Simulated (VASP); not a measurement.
Data:

```xyz
4
Lattice="4.0120 0.0000 0.0000 0.0000 4.0120 0.0000 0.0000 0.0000 4.0120" Properties=species:S:1:pos:R:3 pbc="T T T"
Sm     0.0000     0.0000     0.0000
Pd     0.0000     2.0060     2.0060
Pd     2.0060     0.0000     2.0060
Pd     2.0060     2.0060     0.0000
```
Starting moments (μB, in the order of the record's atoms Sm Pd Pd Pd): 5.0 0.0 0.0 0.0.

Method: PBEsol GGA, VASP's PBE PAW potentials (set 64) (plane waves; VASP 6.6.1). Numerical set-up: 300 eV cut-off, 9×9×9 Γ-centred mesh, Gaussian smearing of 0.10 eV, potentials Sm Pd.

At this cut-off the stress carries a Pulay error, which pulls relaxed volumes low.

**Question.** Give the stress tensor in GPa (positive for a compressed cell).

**Answer.** 
```
9.63  0.00  0.00
0.00  9.63  0.00
0.00  0.00  9.63
```
The pressure is its mean diagonal, 9.63 GPa.

The structure comes from a measured SmPd3 entry of the Crystallography Open Database, whose conditions weren't checked. The cell was not relaxed at this level.
